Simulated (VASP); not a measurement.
## MgO: band gap against strain

MgO (rock salt, Fm-3m, 9.327 Å³/atom at rest, cube axes along x, y and z) under an equal strain ε along x and y, with z held. PBEsol in VASP (plane waves, PAW), 600 eV, 12×12×12 Γ-centred mesh, Gaussian smearing 0.05 eV; ions are relaxed within the symmetry of each cell. Gaps are the smallest on the run's k-mesh, which can miss an edge that lies off it, without spin-orbit coupling; in all rows the valence edge lies at Γ and the conduction edge at Γ.

Here s stands for strain and Eg for gap.

```csv
strain (%),gap (eV)
-3.00,?
-1.50,4.926
-1.00,4.832
-0.50,4.740
0.00,4.650
```

Taking a straight line for Eg over the 4 complete rows: Means: s -0.75000, Eg 4.7870. About the means, the sum of products is -0.23000 and the sum of squares of s is 1.2500; the slope is their ratio. Least squares gives Eg = 4.6490 - 0.18400·s. Residuals (row less fit): 0.0010, -0.0010, -0.0010, 0.0010; standard error 0.0014 (degrees of freedom: 2). Over these rows the gap moves by -18 ± 0.1 eV per unit strain.

Problem. Predict the withheld Eg at s = -3.00 from the fit, and compare with the calculation.

Solution. Eg = 4.6490 - 0.18400 × (-3.0) = 5.2010 eV. The calculation gives 5.218 eV, 0.0170 eV above the prediction (3.0 % of the range of Eg in the table). The row lies outside the fitted rows, so this is an extrapolation. From the scatter of the fitted rows alone, a prediction at this place has a standard error of 0.0033 eV, so the miss is 5.2 times that.

One order more, fitted to all 7 runs of the series, follows each within 0.001, so the miss is the next term of a smooth law. Rows are the converged runs of the series near zero and its far end; series whose fitted rows scatter by over a few per cent of the range, as at a crossing or softening among them, aren't shown in this form. Most that stay on the fit to the last digits aren't either.
